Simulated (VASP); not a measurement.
Calculation: PBE GGA, VASP's PBE PAW potentials (set 64) (plane waves; VASP).

The input files of a VASP run:

POSCAR:
```
SnO
1
    3.8677917736     0.0000000000     0.0000000000
    0.0000000000     3.8677917736     0.0000000000
    0.0000000000     0.0000000000     5.0526415445
Sn O
2 2
Direct
  0.5000000000   0.0000000000   0.7698230672
  0.0000000000   0.5000000000   0.2301769328
  0.5000000000   0.5000000000   0.0000000000
  0.0000000000   0.0000000000   0.0000000000
```

**INCAR**
```
SYSTEM=SnO
PREC=Accurate; ENCUT=620; LREAL=.FALSE.
LASPH=.TRUE.
EDIFF=1E-6; NELM=100; ALGO=Normal
LMAXMIX=4
ISMEAR=0; SIGMA=0.05
GGA=PE
IBRION=2; NSW=40; ISIF=3
EDIFFG=-0.02; PSTRESS=50
LWAVE=.FALSE.; LCHARG=.FALSE.
```

**KPOINTS**
```
Regular mesh
0
G
  6 6 5
```

POTCAR, in this order: Sn_d O (PBE.64 set). Program: vasp_std.

Energy and stress use the plane-wave basis of the starting cell. Without a dispersion term in the relaxation, distances and binding between the weakly bound layers, chains or molecules are unreliable, and so is what depends on them. Unless said otherwise, spin-orbit coupling is left out, though it shifts the bands of the heavy elements here.

What does the run give for the energy per atom (σ→0), volume per atom, band gap (on the k-mesh)?

```
Quantity                                                    Result
------------------------  ----------------------------------------
energy per atom (σ→0)                               -5.653 eV/atom
band gap (on the k-mesh)  none (metal, semimetal or under 0.01 eV)
volume per atom                                      16.44 Å³/atom
```

### OSZICAR
```
...
DAV:   2    -0.226274109997E+02    0.65482E-01   -0.30170E-01  1880   0.568E+00    0.658E-01
DAV:   3    -0.226166047781E+02    0.10806E-01   -0.25308E-02  1768   0.315E+00    0.291E-01
DAV:   4    -0.226142365562E+02    0.23682E-02   -0.75695E-03  2096   0.156E+00    0.802E-02
DAV:   5    -0.226141579461E+02    0.78610E-04   -0.22529E-03  1984   0.526E-01    0.460E-02
DAV:   6    -0.226141083408E+02    0.49605E-04   -0.26773E-04  2376   0.163E-01    0.161E-02
DAV:   7    -0.226141095655E+02   -0.12247E-05   -0.21477E-05  1992   0.417E-02    0.669E-03
DAV:   8    -0.226141097769E+02   -0.21142E-06   -0.50632E-06  1560   0.237E-02
  11 F= -.20561384E+02 E0= -.20561131E+02  d E =-.164034E-02
```

The compound is SnO in the litharge structure. This run relaxes it under an external pressure of 5 GPa. Symmetry was kept, so distortions that lower it aren't found.
